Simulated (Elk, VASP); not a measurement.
VASP input:

File POSCAR:
```
As2Ru
6.205950
  0.8758626802   0.0000000000   0.0000000000
  0.0000000000   1.0000000000   0.0000000000
  0.0000000000   0.0000000000   0.4835923589
As Ru
4 2
direct
  0.3292200000   0.8663500000   0.5000000000
  0.6707800000   0.1336500000   0.5000000000
  0.8292200000   0.6336500000   0.0000000000
  0.1707800000   0.3663500000   0.0000000000
  0.5000000000   0.5000000000   0.5000000000
  0.0000000000   0.0000000000   0.0000000000
```

**KPOINTS**
```
Automatic mesh
0
Gamma
3 3 5
0 0 0
```

### INCAR
```
SYSTEM  =  As2Ru
PREC  =  Accurate; ENCUT  =  300; LREAL  =  .FALSE.
LASPH  =  .TRUE.
EDIFF  =  1E-6; NELM  =  100; ALGO  =  Normal
LMAXMIX  =  4
ISMEAR  =  -1; SIGMA  =  0.01
ISIF  =  2
LWAVE  =  .FALSE.; LCHARG  =  .FALSE.
```

POTCAR, in this order: As Ru_pv (LDA.64 set). Program: vasp_std.

Write an input for Elk that does the same calculation.

One input that does it (LDA (PW92), all-electron FP-LAPW, Elk's shipped species files, APW+lo basis with extra local orbitals):
```
tasks
  0

tforce
  .true.

rgkmax
  8.0

gmaxvr
  18.0

lmaxapw
  10

lmaxo
  8

nxlo
  2

lorbcnd
  .true.

lradstp
  2

nrmtscf
  2.0

rmtscf
  0.87

lmaxi
  4

swidth
  0.000367493

maxscl
  100

scale
  10.27171973

avec
    1.0000000000    0.0000000000    0.0000000000
    0.0000000000    1.1417314867    0.0000000000
    0.0000000000    0.0000000000    0.5521326229

sppath
  'species/'

atoms
  2
  'As.in'
  4
  0.3292200000  0.8663500000  0.5000000000    0.0 0.0 0.0
  0.6707800000  0.1336500000  0.5000000000    0.0 0.0 0.0
  0.8292200000  0.6336500000  0.0000000000    0.0 0.0 0.0
  0.1707800000  0.3663500000  0.0000000000    0.0 0.0 0.0
  'Ru.in'
  2
  0.5000000000  0.5000000000  0.5000000000    0.0 0.0 0.0
  0.0000000000  0.0000000000  0.0000000000    0.0 0.0 0.0

ngridk
  3 3 5
```
Both are inputs of real runs that ended normally. What can't carry over is the choice of potentials or basis and its cut-off, and each code's defaults.

VASP also gives the stress here, which the Elk input doesn't ask for.

VASP's LDA is the Perdew-Zunger fit; the other code's may be Perdew-Wang, which differs slightly.

The structure comes from a computed database's As2Ru entry (Pnnm), a phase known from measurement. The cell was not relaxed at this level, and it may have been scaled.
